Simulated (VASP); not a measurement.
AlB2Sb3: single point with PBE

AlB2Sb3:

```
Al B Sb
1.0
     5.92682   -3.41867    0.00000
     5.92682    3.41867    0.00000
     0.00000    0.00000    6.46079
Al B Sb
2 4 6
Direct
  0.83385 0.16615 0.99950
  0.16615 0.83385 0.49950
  0.51859 0.82687 0.99926
  0.17313 0.48141 0.99926
  0.48141 0.17313 0.49926
  0.82687 0.51859 0.49926
  0.46971 0.15899 0.85974
  0.84101 0.53029 0.85974
  0.21493 0.78507 0.90780
  0.53029 0.84101 0.35974
  0.15899 0.46971 0.35974
  0.78507 0.21493 0.40780
```

The cell was built by a generator and needn't be a form met in nature.

* Program: VASP 6.6.1
* Task: single point
* Functional: PBE
* Potentials or basis: VASP PAW PBE potentials, release 64 (Al, B, Sb)
* Cutoff: 520 eV
* k mesh: 4 × 4 × 4
* Occupations: gaussian, width 0.15 eV
* Spin: no spin polarisation
* Further INCAR settings: PREC = Normal; LREAL = Auto; ALGO = Fast; EDIFF = 1e-05

```
Pressure               : 0.0 GPa
Largest force          : 0.010 eV/Å
Band gap on the k mesh : 0.60 eV, indirect (least direct gap 0.76 eV)
```

Forces in eV/Å, atoms in the order of the input:
```
Al   0.000  0.004  0.002
Al   0.000 -0.004  0.002
B   -0.002  0.005  0.000
B    0.002  0.005  0.000
B    0.002 -0.005  0.000
B   -0.002 -0.005  0.000
Sb  -0.007 -0.006  0.003
Sb   0.007 -0.006  0.003
Sb   0.000  0.005 -0.009
Sb   0.007  0.006  0.003
Sb  -0.007  0.006  0.003
Sb   0.000 -0.005 -0.009
```

Levels at points of the mesh, in eV from the valence-band top:
```tsv
k point	band 21	band 22	band 23	band 24	band 25	band 26	band 27	band 28
(0.00, 0.00, 0.00)	-1.52	-0.25	-0.07	0.00	0.76	1.21	1.30	1.81
(0.50, 0.00, 0.00)	-1.65	-1.64	-1.39	-1.17	0.65	2.05	2.18	2.24
(0.50, 0.50, 0.00)	-1.74	-1.61	-1.38	-1.05	0.60	1.93	2.12	2.35
(0.00, 0.00, 0.50)	-0.95	-0.95	-0.91	-0.91	1.38	1.38	1.48	1.48
(0.50, 0.00, 0.50)	-2.04	-2.04	-1.70	-1.70	0.94	0.94	1.87	1.87
(0.50, 0.50, 0.50)	-1.98	-1.98	-1.95	-1.95	1.00	1.00	1.81	1.81
```

It took 57 s on 1 thread of Intel(R) Xeon(R) Platinum 8488C (Sapphire Rapids), on a shared host, peak memory 0.29 GiB.

Caveat: spin-orbit coupling is left out, which moves the levels of the heavy elements. A k mesh can miss the band edges.
